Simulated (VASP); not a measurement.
Energy against volume of Dy (hcp). Method: MS2 meta-GGA, VASP's PBE PAW potentials (set 64) (plane waves; VASP). Settings: 520 eV cut-off, 12×12×7 Γ-centred mesh, first-order Methfessel-Paxton smearing of 0.10 eV, potentials Dy_3.

The 4f electrons are frozen in the core of the lanthanide potential, so 4f levels, which can set the real gap, and their magnetism are missing.

Shape and ions are relaxed at each volume.

```
V (Å³/atom)  E (eV/atom)
-----------  -----------
29.602           9.16177
30.517           9.15874
31.433           9.16298
32.349           9.17329
```

Question: Fit these four points and predict the energy of the run at 28.686 Å³/atom.

Answer: A cubic in V^(−2/3), the third-order Birch-Murnaghan form, passes through the four points with V0 = 30.41 Å³/atom and B0 = 43 GPa, and gives 9.1735 eV/atom there. The run gave 9.1729 eV/atom, -0.6 meV/atom from the fit; all five points give B0 = 42 GPa.

The compound is Dy in the hcp structure. It was relaxed first.
